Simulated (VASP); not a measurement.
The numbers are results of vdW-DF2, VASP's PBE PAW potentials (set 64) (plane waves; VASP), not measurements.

VASP input:

### POSCAR
```
CrO2
1
    4.3922610790    -0.0000000000     0.0000000000
   -0.0000000000     4.3922610790     0.0000000000
    0.0000000000     0.0000000000     2.8934801373
Cr O
2 4
Direct
  0.0000000000   0.0000000000   0.0000000000
  0.5000000000   0.5000000000   0.5000000000
  0.3034300090   0.3034300090   0.0000000000
  0.8034300090   0.1965699910   0.5000000000
  0.1965699910   0.8034300090   0.5000000000
  0.6965699910   0.6965699910   0.0000000000
```

**KPOINTS**
```
Automatic mesh
0
Gamma
6 6 10
0 0 0
```

### INCAR
```
! general
SYSTEM    =  CrO2
PREC      =  Accurate
ENCUT     =  520
LREAL     =  .FALSE.
LASPH     =  .TRUE.

! electronic loop
EDIFF     =  1E-6
NELM      =  100
ALGO      =  Normal
LMAXMIX   =  4

! smearing
ISMEAR    =  1
SIGMA     =  0.1

! functional
GGA       =  ML
LUSE_VDW  =  .TRUE.
AGGAC     =  0.0
ZAB_VDW   =  -1.8867

! spin
ISPIN     =  2
MAGMOM    =  2*2.5 4*0.0

! ions
IBRION    =  2
NSW       =  60
ISIF      =  3
EDIFFG    =  -0.02

! output
LWAVE     =  .FALSE.
LCHARG    =  .FALSE.
LORBIT    =  10
```

POTCAR, in this order: Cr_pv O (PBE.64 set). Program: vasp_std.

What VASP printed:

OSZICAR:
```
       N       E                     dE             d eps       ncg     rms          rms(c)
DAV:   1     0.628743970360E+03    0.62874E+03   -0.26766E+04  7440   0.174E+03
DAV:   2     0.853075576243E+01   -0.62021E+03   -0.57243E+03  8284   0.519E+02
DAV:   3    -0.535575808474E+02   -0.62088E+02   -0.60931E+02  8237   0.170E+02
DAV:   4    -0.549658474798E+02   -0.14083E+01   -0.13834E+01  9073   0.255E+01
DAV:   5    -0.549983435772E+02   -0.32496E-01   -0.32489E-01  9042   0.373E+00    0.432E+01
DAV:   6    -0.457144736351E+02    0.92839E+01   -0.14780E+02  8362   0.102E+02    0.427E+01
DAV:   7    -0.396614466876E+02    0.60530E+01   -0.93672E+01  8852   0.107E+02    0.200E+01
DAV:   8    -0.374153551758E+02    0.22461E+01   -0.69323E+00  7878   0.232E+01    0.870E+00
DAV:   9    -0.366550854983E+02    0.76027E+00   -0.23690E+00  9719   0.143E+01    0.268E+00
DAV:  10    -0.366784337686E+02   -0.23348E-01   -0.22639E-01  7983   0.386E+00    0.163E+00
DAV:  11    -0.366755328431E+02    0.29009E-02   -0.46865E-02  9341   0.236E+00    0.697E-01
DAV:  12    -0.366742806192E+02    0.12522E-02   -0.79015E-03  9054   0.695E-01    0.353E-01
DAV:  13    -0.366736526003E+02    0.62802E-03   -0.10312E-03  9541   0.347E-01    0.151E-01
DAV:  14    -0.366735081232E+02    0.14448E-03   -0.42091E-04  8779   0.209E-01    0.577E-02
DAV:  15    -0.366734929144E+02    0.15209E-04   -0.87815E-05  9821   0.868E-02    0.408E-02
DAV:  16    -0.366734880918E+02    0.48226E-05   -0.10344E-05  8772   0.266E-02    0.152E-02
DAV:  17    -0.366734847449E+02    0.33469E-05   -0.56586E-06  7847   0.138E-02    0.607E-03
DAV:  18    -0.366734850693E+02   -0.32442E-06   -0.30104E-07  4224   0.549E-03
   1 F= -.36673485E+02 E0= -.36673776E+02  d E =-.366735E+02  mag=     4.0000
       N       E                     dE             d eps       ncg     rms          rms(c)
DAV:   1    -0.556152869057E+02   -0.18942E+02   -0.36296E+02  7456   0.201E+02    0.522E+01
DAV:   2    -0.945079517611E+02   -0.38893E+02   -0.50174E+02  8515   0.257E+02    0.521E+01
DAV:   3    -0.478121660197E+02    0.46696E+02   -0.54740E+01  8071   0.672E+01    0.273E+01
DAV:   4    -0.363746357945E+02    0.11438E+02   -0.36909E+01  8822   0.446E+01    0.120E+01
DAV:   5    -0.366197476877E+02   -0.24511E+00   -0.27842E+00  7663   0.123E+01    0.536E+00
DAV:   6    -0.368730680773E+02   -0.25332E+00   -0.11559E+00 10073   0.808E+00    0.562E+00
DAV:   7    -0.365749385863E+02    0.29813E+00   -0.14020E+00  8874   0.117E+01    0.264E+00
DAV:   8    -0.365614879602E+02    0.13451E-01   -0.98472E-02  7824   0.239E+00    0.106E+00
DAV:   9    -0.365507829822E+02    0.10705E-01   -0.17958E-02  9390   0.130E+00    0.416E-01
DAV:  10    -0.365501817384E+02    0.60124E-03   -0.75901E-03  9569   0.886E-01    0.231E-01
DAV:  11    -0.365499535152E+02    0.22822E-03   -0.21885E-03  9177   0.474E-01    0.904E-02
DAV:  12    -0.365499385209E+02    0.14994E-04   -0.15323E-04 10751   0.110E-01    0.505E-02
DAV:  13    -0.365499426418E+02   -0.41209E-05   -0.28084E-05  9556   0.392E-02    0.341E-02
DAV:  14    -0.365499405731E+02    0.20687E-05   -0.53130E-06  8582   0.211E-02    0.101E-02
DAV:  15    -0.365499404569E+02    0.11623E-06   -0.32044E-07  4154   0.462E-03
   2 F= -.36549940E+02 E0= -.36550122E+02  d E =0.123545E+00  mag=     4.0000
       N       E                     dE             d eps       ncg     rms          rms(c)
DAV:   1    -0.414603781210E+02   -0.49104E+01   -0.10109E+02  7440   0.997E+01    0.189E+01
DAV:   2    -0.381969825831E+02    0.32634E+01   -0.16152E+01  7784   0.432E+01    0.136E+01
DAV:   3    -0.374844578505E+02    0.71252E+00   -0.87097E+00  9227   0.292E+01    0.722E+00
DAV:   4    -0.369921057502E+02    0.49235E+00   -0.20392E+00  8232   0.148E+01    0.167E+00
DAV:   5    -0.369830142318E+02    0.90915E-02   -0.76598E-02  7889   0.223E+00    0.876E-01
DAV:   6    -0.369750807044E+02    0.79335E-02   -0.19853E-02  9470   0.105E+00    0.397E-01
DAV:   7    -0.369748296492E+02    0.25106E-03   -0.33585E-03  8774   0.401E-01    0.136E-01
DAV:   8    -0.369748453831E+02   -0.15734E-04   -0.67305E-04  9641   0.157E-01    0.722E-02
DAV:   9    -0.369748436790E+02    0.17042E-05   -0.14918E-04  8431   0.746E-02    0.345E-02
DAV:  10    -0.369748396808E+02    0.39981E-05   -0.15778E-05  8784   0.246E-02    0.213E-02
DAV:  11    -0.369748396820E+02   -0.12178E-08   -0.98893E-07  4375   0.734E-03
   3 F= -.36974840E+02 E0= -.36975226E+02  d E =-.301355E+00  mag=     4.0000
       N       E                     dE             d eps       ncg     rms          rms(c)
DAV:   1    -0.369761675969E+02   -0.13279E-02   -0.26806E-02  7440   0.168E+00    0.318E-01
DAV:   2    -0.369756895713E+02    0.47803E-03   -0.61833E-03  8246   0.923E-01    0.304E-01
DAV:   3    -0.369750625422E+02    0.62703E-03   -0.25055E-03  8832   0.527E-01    0.953E-02
DAV:   4    -0.369749912223E+02    0.71320E-04   -0.49798E-04  7591   0.198E-01    0.268E-02
DAV:   5    -0.369749952862E+02   -0.40639E-05   -0.22941E-05  8309   0.421E-02    0.135E-02
DAV:   6    -0.369749919044E+02    0.33818E-05   -0.59231E-06  7226   0.162E-02    0.522E-03
DAV:   7    -0.369749924032E+02   -0.49885E-06   -0.16178E-06  4240   0.798E-03
   4 F= -.36974992E+02 E0= -.36975380E+02  d E =-.301507E+00  mag=     4.0000
       N       E                     dE             d eps       ncg     rms          rms(c)
DAV:   1    -0.369760419014E+02   -0.10500E-02   -0.25489E-02  7454   0.164E+00    0.311E-01
DAV:   2    -0.369755732169E+02    0.46868E-03   -0.58475E-03  8231   0.898E-01    0.295E-01
DAV:   3    -0.369749857931E+02    0.58742E-03   -0.23694E-03  8846   0.512E-01    0.935E-02
DAV:   4    -0.369749168704E+02    0.68923E-04   -0.47466E-04  7578   0.195E-01    0.261E-02
DAV:   5    -0.369749210431E+02   -0.41727E-05   -0.21614E-05  8435   0.410E-02    0.132E-02
DAV:   6    -0.369749177749E+02    0.32682E-05   -0.56846E-06  7390   0.159E-02    0.508E-03
DAV:   7    -0.369749182621E+02   -0.48726E-06   -0.15141E-06  4069   0.779E-03
   5 F= -.36974918E+02 E0= -.36975308E+02  d E =-.301433E+00  mag=     4.0000
       N       E                     dE             d eps       ncg     rms          rms(c)
DAV:   1    -0.369772098327E+02   -0.22921E-02   -0.35216E-01  7440   0.408E+00    0.371E-01
DAV:   2    -0.369769113107E+02    0.29852E-03   -0.14062E-02  8882   0.116E+00    0.344E-01
DAV:   3    -0.369762449311E+02    0.66638E-03   -0.26273E-03  9047   0.563E-01    0.167E-01
DAV:   4    -0.369759656554E+02    0.27928E-03   -0.10651E-03  9408   0.274E-01    0.119E-01
DAV:   5    -0.369759599374E+02    0.57180E-05   -0.11868E-04  9065   0.770E-02    0.559E-02
DAV:   6    -0.369759561595E+02    0.37780E-05   -0.97697E-06 11496   0.190E-02    0.407E-02
DAV:   7    -0.369759537697E+02    0.23897E-05   -0.33481E-06  7125   0.140E-02    0.105E-02
DAV:   8    -0.369759528567E+02    0.91308E-06   -0.78402E-07  4120   0.757E-03
   6 F= -.36975953E+02 E0= -.36976364E+02  d E =-.103459E-02  mag=     4.0000
       N       E                     dE             d eps       ncg     rms          rms(c)
DAV:   1    -0.369762117203E+02   -0.25795E-03   -0.46417E-02  7461   0.148E+00    0.134E-01
DAV:   2    -0.369761675424E+02    0.44178E-04   -0.18523E-03  8880   0.419E-01    0.125E-01
DAV:   3    -0.369760823179E+02    0.85224E-04   -0.34714E-04  9025   0.205E-01    0.603E-02
DAV:   4    -0.369760491566E+02    0.33161E-04   -0.14064E-04  9478   0.993E-02    0.442E-02
DAV:   5    -0.369760472839E+02    0.18728E-05   -0.15440E-05  8982   0.279E-02    0.205E-02
DAV:   6    -0.369760470853E+02    0.19854E-06   -0.93103E-07  5585   0.697E-03
   7 F= -.36976047E+02 E0= -.36976467E+02  d E =-.112882E-02  mag=     4.0000
```

OUTCAR:
```
------------------------ aborting loop because EDIFF is reached ----------------------------------------
  FORCE on cell =-STRESS in cart. coord.  units (eV):
  Direction    XX          YY          ZZ          XY          YZ          ZX
  --------------------------------------------------------------------------------------
  Total        0.0934897      0.0934897      0.0854382      0.0000000      0.0000000      0.0000000
  in kB        2.4789471      2.4789471      2.2654554      0.0000000      0.0000000      0.0000000
  external PRESSURE =       2.4077832 kB  Pullay stress =       0.0000000 kB
  volume of cell :       60.42
      direct lattice vectors                 reciprocal lattice vectors
     4.506765799  0.000000000  0.000000000     0.221888610 -0.000000000  0.000000000
     0.000000000  4.506765799  0.000000000     0.000000000  0.221888610  0.000000000
     0.000000000  0.000000000  2.974931564     0.000000000  0.000000000  0.336142186
 POSITION                                       TOTAL-FORCE (eV/Angst)
 -----------------------------------------------------------------------------------
      4.50677      0.00000      0.00000         0.000000      0.000000      0.000000
      2.25338      2.25338      1.48747        -0.000000      0.000000      0.000000
      1.36580      1.36580      0.00000        -0.002453     -0.002453      0.000000
      3.61918      0.88758      1.48747        -0.002453      0.002453     -0.000000
      0.88758      3.61918      1.48747         0.002453     -0.002453      0.000000
      3.14097      3.14097      0.00000         0.002453      0.002453     -0.000000
 -----------------------------------------------------------------------------------
    total drift:                                0.000000      0.000000     -0.000000
  FREE ENERGIE OF THE ION-ELECTRON SYSTEM (eV)
  ---------------------------------------------------
  free  energy   TOTEN  =       -36.9760470853 eV

  energy  without entropy=      -36.9773064449  energy(sigma->0) =      -36.97646687

 total charge

# of ion       s       p       d       tot
------------------------------------------
    1        0.313   6.397   3.949  10.659
    2        0.313   6.397   3.949  10.659
    3        1.571   3.458   0.000   5.030
    4        1.571   3.458   0.000   5.030
    5        1.571   3.458   0.000   5.030
    6        1.571   3.458   0.000   5.030
--------------------------------------------------
tot          6.911  26.628   7.898  41.437

 magnetization (x)

# of ion       s       p       d       tot
------------------------------------------
    1        0.028   0.024   2.036   2.088
    2        0.028   0.024   2.036   2.088
    3       -0.002  -0.062   0.000  -0.064
    4       -0.002  -0.062   0.000  -0.064
    5       -0.002  -0.062   0.000  -0.064
    6       -0.002  -0.062   0.000  -0.064
--------------------------------------------------
tot          0.050  -0.201   4.072   3.921

 reached required accuracy - stopping structural energy minimisation
```
(Selected blocks of OUTCAR.)

File CONTCAR:
```
CrO2
   1.00000000000000
     4.5067657994970949    0.0000000000000000    0.0000000000000000
     0.0000000000000000    4.5067657994970949    0.0000000000000000
     0.0000000000000000    0.0000000000000000    2.9749315640906988
  Cr              O
     2     4
Direct
     1.0000000000000000    0.0000000000000000    0.0000000000000000
     0.5000000000000000    0.5000000000000000    0.5000000000000000
     0.3030555175760337    0.3030555175760337    0.0000000000000000
     0.8030555175760338    0.1969444824239662    0.5000000000000000
     0.1969444824239662    0.8030555175760338    0.5000000000000000
     0.6969444824239662    0.6969444824239662    0.0000000000000000
```

File OUTCAR:
```
 val. band max:        4.7261293139   @ k =   0.1667   0.1667   0.5000

 cond. band min:       4.7577363054   @ k =   0.0000   0.0000   0.2000


 Fermi energy:         4.7535979636

 spin component 1

 k-point     1 :       0.0000    0.0000    0.0000
  band No.  band energies     occupation
      1     -40.1554      1.00000
      2     -40.1554      1.00000
      3     -40.0435      1.00000
      4     -40.0435      1.00000
      5     -39.9876      1.00000
      6     -39.9772      1.00000
      7     -14.3926      1.00000
      8     -12.8518      1.00000
      9     -12.5118      1.00000
     10     -12.5118      1.00000
     11      -2.1766      1.00000
     12      -1.5367      1.00000
     13      -1.0602      1.00000
     14      -0.0464      1.00000
     15      -0.0464      1.00000
     16       1.2836      1.00000
     17       1.2836      1.00000
     18       1.6203      1.00000
     19       3.2439      1.00000
     20       3.2478      1.00000
     21       3.6052      1.00000
     22       3.6927      1.00000
     23       3.6932      1.00000
     24       3.6932      1.00000
     25       3.6959      1.00000
     26       3.6959      1.00000
     27       4.2832      1.00000
     28       5.8022     -0.00000
     29       5.8500     -0.00000
     30       8.3451      0.00000
     31       8.3451      0.00000

 k-point     2 :       0.1667    0.0000    0.0000
  band No.  band energies     occupation
      1     -40.1548      1.00000
      2     -40.1548      1.00000
      3     -40.0443      1.00000
      4     -40.0442      1.00000
      5     -39.9869      1.00000
      6     -39.9779      1.00000
      7     -14.2970      1.00000
      8     -12.9292      1.00000
      9     -12.5625      1.00000
     10     -12.5228      1.00000
     11      -1.9897      1.00000
     12      -1.4449      1.00000
     13      -0.8830      1.00000
     14      -0.0315      1.00000
     15      -0.0174      1.00000
...
```

Energy and stress use the plane-wave basis of the starting cell. The moments were started parallel, and other spin orders were not tried in this run.

The compound is CrO2 in the rutile structure. This run relaxes it. Symmetry was kept, so distortions that lower it aren't found. The start is the result of an earlier pass.
